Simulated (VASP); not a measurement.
These are r2SCAN+rVV10, VASP's PBE PAW potentials (set 64) (plane waves; VASP) values and carry that method's errors.

VASP ran on this input.

File KPOINTS:
```
kpoints
0
G
 7 7 2
0 0 0
```

File POSCAR:
```
MoTe2
1
    1.7758483626    -3.0758591579     0.0000000000
    1.7758483626     3.0758591579    -0.0000000000
   -0.0000000000     0.0000000000    14.0293703729
Te Mo
4 2
Direct
  0.3333330000   0.6666670000   0.8780147914
  0.6666670000   0.3333330000   0.3780147914
  0.6666670000   0.3333330000   0.1219852086
  0.3333330000   0.6666670000   0.6219852086
  0.3333330000   0.6666670000   0.2500000000
  0.6666670000   0.3333330000   0.7500000000
```

### INCAR
```
ALGO  =  Normal
BPARAM  =  11.95
CPARAM  =  0.0093
EDIFF  =  1E-6
EDIFFG  =  -0.02
ENCUT  =  520
IBRION  =  2
ISIF  =  3
ISMEAR  =  0
LASPH  =  T
LCHARG  =  F
LMAXMIX  =  4
LMIXTAU  =  T
LREAL  =  F
LUSE_VDW  =  T
LWAVE  =  F
METAGGA  =  R2SCAN
NELM  =  100
NSW  =  60
PREC  =  Accurate
SIGMA  =  0.05
SYSTEM  =  MoTe2
```

POTCAR, in this order: Te Mo_sv (PBE.64 set). Program: vasp_std.

The run wrote:

File OSZICAR:
```
...
DAV:   9    -0.156144227818E+03    0.14426E+01   -0.26466E-01  1154   0.338E+00    0.204E+00
DAV:  10    -0.155261815977E+03    0.88241E+00   -0.47374E-01  1319   0.474E+00    0.514E-01
DAV:  11    -0.154439205439E+03    0.82261E+00   -0.12716E-01  1062   0.225E+00    0.648E-01
DAV:  12    -0.154553833473E+03   -0.11463E+00   -0.12137E-02  1167   0.581E-01    0.323E-01
DAV:  13    -0.154106431054E+03    0.44740E+00   -0.10447E-01  1006   0.207E+00    0.257E-01
DAV:  14    -0.154367543014E+03   -0.26111E+00   -0.11844E-01  1013   0.198E+00    0.498E-01
DAV:  15    -0.154358160408E+03    0.93826E-02   -0.43702E-03  1280   0.364E-01    0.459E-01
DAV:  16    -0.154411825995E+03   -0.53666E-01   -0.53326E-03  1051   0.464E-01    0.617E-01
DAV:  17    -0.154394316918E+03    0.17509E-01   -0.12468E-02  1044   0.743E-01    0.211E-01
DAV:  18    -0.154505543798E+03   -0.11123E+00   -0.43918E-02  1006   0.143E+00    0.175E-01
DAV:  19    -0.154505589850E+03   -0.46052E-04   -0.93074E-04  1297   0.155E-01    0.190E-01
DAV:  20    -0.154505891674E+03   -0.30182E-03   -0.10128E-04  1125   0.628E-02    0.188E-01
DAV:  21    -0.154504752283E+03    0.11394E-02   -0.29325E-04  1020   0.126E-01    0.194E-01
DAV:  22    -0.154506753700E+03   -0.20014E-02   -0.23627E-03  1027   0.308E-01    0.109E-01
DAV:  23    -0.154507117217E+03   -0.36352E-03   -0.26857E-04  1214   0.851E-02    0.928E-02
DAV:  24    -0.154507205855E+03   -0.88638E-04   -0.36733E-05  1104   0.383E-02    0.739E-02
DAV:  25    -0.154507391597E+03   -0.18574E-03   -0.12573E-04  1153   0.820E-02    0.630E-02
DAV:  26    -0.154507420654E+03   -0.29057E-04   -0.30584E-05  1141   0.342E-02    0.604E-02
DAV:  27    -0.154507488170E+03   -0.67516E-04   -0.18962E-05   899   0.324E-02    0.499E-02
DAV:  28    -0.154507499172E+03   -0.11002E-04   -0.77317E-06   976   0.205E-02    0.395E-02
DAV:  29    -0.154507500086E+03   -0.91438E-06   -0.66133E-06  1024   0.124E-02
   1 F= -.15450750E+03 E0= -.15450750E+03  d E =-.154508E+03
       N       E                     dE             d eps       ncg     rms          rms(c)
DAV:   1    -0.154510353811E+03   -0.28546E-02   -0.13158E-01   992   0.236E+00    0.424E-01
DAV:   2    -0.154508637290E+03    0.17165E-02   -0.59825E-03  1091   0.411E-01    0.160E-01
DAV:   3    -0.154508628982E+03    0.83081E-05   -0.78708E-04  1122   0.171E-01    0.820E-02
DAV:   4    -0.154508500302E+03    0.12868E-03   -0.36264E-04  1194   0.101E-01    0.498E-02
DAV:   5    -0.154508568097E+03   -0.67795E-04   -0.16613E-04  1191   0.693E-02    0.121E-02
DAV:   6    -0.154508568188E+03   -0.90849E-07   -0.12833E-05  1225   0.194E-02    0.653E-03
DAV:   7    -0.154508566358E+03    0.18299E-05   -0.95022E-06  1155   0.199E-02    0.350E-03
DAV:   8    -0.154508570738E+03   -0.43806E-05   -0.61442E-06  1083   0.155E-02    0.127E-03
DAV:   9    -0.154508571305E+03   -0.56701E-06   -0.14471E-07   538   0.231E-03
   2 F= -.15450857E+03 E0= -.15450857E+03  d E =-.107122E-02
       N       E                     dE             d eps       ncg     rms          rms(c)
DAV:   1    -0.154512537649E+03   -0.39669E-02   -0.25183E-01   992   0.327E+00    0.580E-01
DAV:   2    -0.154509278970E+03    0.32587E-02   -0.11228E-02  1084   0.566E-01    0.224E-01
DAV:   3    -0.154509254303E+03    0.24667E-04   -0.14607E-03  1108   0.233E-01    0.118E-01
DAV:   4    -0.154508994736E+03    0.25957E-03   -0.69256E-04  1202   0.140E-01    0.697E-02
DAV:   5    -0.154509128686E+03   -0.13395E-03   -0.32219E-04  1178   0.976E-02    0.163E-02
DAV:   6    -0.154509129951E+03   -0.12654E-05   -0.22809E-05  1255   0.257E-02    0.933E-03
DAV:   7    -0.154509126060E+03    0.38917E-05   -0.16259E-05  1127   0.262E-02    0.502E-03
DAV:   8    -0.154509134285E+03   -0.82259E-05   -0.10955E-05  1098   0.207E-02    0.151E-03
DAV:   9    -0.154509135017E+03   -0.73102E-06   -0.23914E-07   531   0.295E-03
   3 F= -.15450914E+03 E0= -.15450914E+03  d E =-.163493E-02
       N       E                     dE             d eps       ncg     rms          rms(c)
DAV:   1    -0.154512749113E+03   -0.36148E-02   -0.84867E-02  1007   0.206E+00    0.429E-01
DAV:   2    -0.154510774854E+03    0.19743E-02   -0.31525E-02  1167   0.937E-01    0.327E-01
DAV:   3    -0.154509480744E+03    0.12941E-02   -0.56110E-03  1128   0.305E-01    0.671E-02
DAV:   4    -0.154509616558E+03   -0.13581E-03   -0.60782E-04  1165   0.114E-01    0.410E-02
DAV:   5    -0.154509620124E+03   -0.35660E-05   -0.10822E-04  1226   0.604E-02    0.398E-02
DAV:   6    -0.154509667345E+03   -0.47220E-04   -0.31262E-05  1075   0.325E-02    0.145E-02
DAV:   7    -0.154509683453E+03   -0.16109E-04   -0.16762E-05  1204   0.253E-02    0.587E-03
DAV:   8    -0.154509683761E+03   -0.30785E-06   -0.74725E-06  1011   0.152E-02
   4 F= -.15450968E+03 E0= -.15450968E+03  d E =-.548745E-03
       N       E                     dE             d eps       ncg     rms          rms(c)
DAV:   1    -0.154520240481E+03   -0.10557E-01   -0.28197E-01  1007   0.376E+00    0.782E-01
DAV:   2    -0.154513753370E+03    0.64871E-02   -0.10637E-01  1167   0.172E+00    0.598E-01
DAV:   3    -0.154509333860E+03    0.44195E-02   -0.19050E-02  1120   0.561E-01    0.122E-01
DAV:   4    -0.154509816520E+03   -0.48266E-03   -0.20674E-03  1164   0.209E-01    0.747E-02
DAV:   5    -0.154509834611E+03   -0.18091E-04   -0.36114E-04  1218   0.110E-01    0.723E-02
DAV:   6    -0.154510008837E+03   -0.17423E-03   -0.96573E-05  1188   0.582E-02    0.274E-02
DAV:   7    -0.154510071175E+03   -0.62338E-04   -0.52225E-05  1174   0.460E-02    0.102E-02
DAV:   8    -0.154510077235E+03   -0.60593E-05   -0.24254E-05  1146   0.273E-02    0.686E-03
DAV:   9    -0.154510085592E+03   -0.83576E-05   -0.25540E-06   742   0.110E-02    0.329E-03
DAV:  10    -0.154510086170E+03   -0.57737E-06   -0.10520E-06   531   0.675E-03
   5 F= -.15451009E+03 E0= -.15451009E+03  d E =-.951153E-03
       N       E                     dE             d eps       ncg     rms          rms(c)
DAV:   1    -0.154511929475E+03   -0.18439E-02   -0.51971E-02  1020   0.146E+00    0.288E-01
DAV:   2    -0.154511104908E+03    0.82457E-03   -0.13865E-02  1213   0.627E-01    0.213E-01
DAV:   3    -0.154510619357E+03    0.48555E-03   -0.22975E-03  1150   0.195E-01    0.471E-02
DAV:   4    -0.154510656209E+03   -0.36852E-04   -0.25978E-04  1169   0.760E-02    0.372E-02
DAV:   5    -0.154510662802E+03   -0.65926E-05   -0.32058E-05  1155   0.348E-02    0.341E-02
DAV:   6    -0.154510681419E+03   -0.18617E-04   -0.14619E-05  1062   0.226E-02    0.137E-02
DAV:   7    -0.154510689543E+03   -0.81242E-05   -0.68881E-06   928   0.167E-02    0.367E-03
DAV:   8    -0.154510688671E+03    0.87184E-06   -0.23926E-06   634   0.943E-03
   6 F= -.15451069E+03 E0= -.15451069E+03  d E =-.602501E-03
       N       E                     dE             d eps       ncg     rms          rms(c)
DAV:   1    -0.154522641302E+03   -0.11952E-01   -0.46434E-01  1020   0.436E+00    0.870E-01
DAV:   2    -0.154515264020E+03    0.73773E-02   -0.12380E-01  1213   0.189E+00    0.643E-01
DAV:   3    -0.154510808031E+03    0.44560E-02   -0.20842E-02  1157   0.587E-01    0.140E-01
DAV:   4    -0.154511138530E+03   -0.33050E-03   -0.23862E-03  1201   0.226E-01    0.111E-01
DAV:   5    -0.154511197537E+03   -0.59007E-04   -0.31220E-04  1180   0.107E-01    0.105E-01
DAV:   6    -0.154511387774E+03   -0.19024E-03   -0.14066E-04  1212   0.683E-02    0.415E-02
DAV:   7    -0.154511464156E+03   -0.76382E-04   -0.71306E-05  1204   0.527E-02    0.134E-02
DAV:   8    -0.154511470215E+03   -0.60597E-05   -0.27876E-05  1232   0.291E-02    0.554E-03
DAV:   9    -0.154511482027E+03   -0.11811E-04   -0.51137E-06   886   0.155E-02    0.211E-03
DAV:  10    -0.154511483268E+03   -0.12412E-05   -0.11241E-06   538   0.721E-03    0.113E-03
DAV:  11    -0.154511484349E+03   -0.10806E-05   -0.17618E-07   531   0.326E-03    0.107E-03
DAV:  12    -0.154511484015E+03    0.33402E-06   -0.74264E-08   517   0.198E-03
   7 F= -.15451148E+03 E0= -.15451148E+03  d E =-.139784E-02
```

OUTCAR:
```
------------------------ aborting loop because EDIFF is reached ----------------------------------------
  FORCE on cell =-STRESS in cart. coord.  units (eV):
  Direction    XX          YY          ZZ          XY          YZ          ZX
  --------------------------------------------------------------------------------------
  Total        0.0054178      0.0054178      0.0348467      0.0000000      0.0000000      0.0000000
  in kB        0.0560617      0.0560616      0.3605828      0.0000000      0.0000000      0.0000000
  external PRESSURE =       0.1575687 kB  Pullay stress =       0.0000000 kB
  volume of cell :      154.83
      direct lattice vectors                 reciprocal lattice vectors
     1.773754408 -3.072232324 -0.000000000     0.281887953 -0.162748109 -0.000000000
     1.773754408  3.072232324 -0.000000000     0.281887953  0.162748109 -0.000000000
     0.000000000 -0.000000000 14.206596897     0.000000000  0.000000000  0.070389834
 POSITION                                       TOTAL-FORCE (eV/Angst)
 -----------------------------------------------------------------------------------
      1.77375      1.02408     12.45109         0.000000      0.000000      0.001384
      1.77375     -1.02408      5.34779         0.000000     -0.000000      0.001384
      1.77375     -1.02408      1.75551         0.000000      0.000000     -0.001384
      1.77375      1.02408      8.85881         0.000000      0.000000     -0.001384
      1.77375      1.02408      3.55165        -0.000000     -0.000000     -0.000000
      1.77375     -1.02408     10.65495        -0.000000      0.000000     -0.000000
 -----------------------------------------------------------------------------------
    total drift:                                0.000000      0.001625     -0.000023
  FREE ENERGIE OF THE ION-ELECTRON SYSTEM (eV)
  ---------------------------------------------------
  free  energy   TOTEN  =      -154.5114840146 eV

  energy  without entropy=     -154.5114840146  energy(sigma->0) =     -154.51148401

 reached required accuracy - stopping structural energy minimisation
```
(Selected blocks of OUTCAR.)

CONTCAR:
```
MoTe2
   1.00000000000000
     1.7737544082921166   -3.0722323242129757   -0.0000000000000000
     1.7737544082921166    3.0722323242129757   -0.0000000000000000
     0.0000000000000000   -0.0000000000000000   14.2065968965076266
  Te              Mo
     4     2
Direct
     0.3333330000000032    0.6666669999999968    0.8764300606581975
     0.6666669999999968    0.3333330000000032    0.3764300606581975
     0.6666669999999968    0.3333330000000032    0.1235699393418025
     0.3333330000000032    0.6666669999999968    0.6235699393418025
     0.3333330000000032    0.6666669999999968    0.2500000000000000
     0.6666669999999968    0.3333330000000032    0.7500000000000000
```

The compound is MoTe2 in the 2H layered structure. This run relaxes it. Symmetry was kept, so distortions that lower it aren't found. The start is the result of an earlier pass.
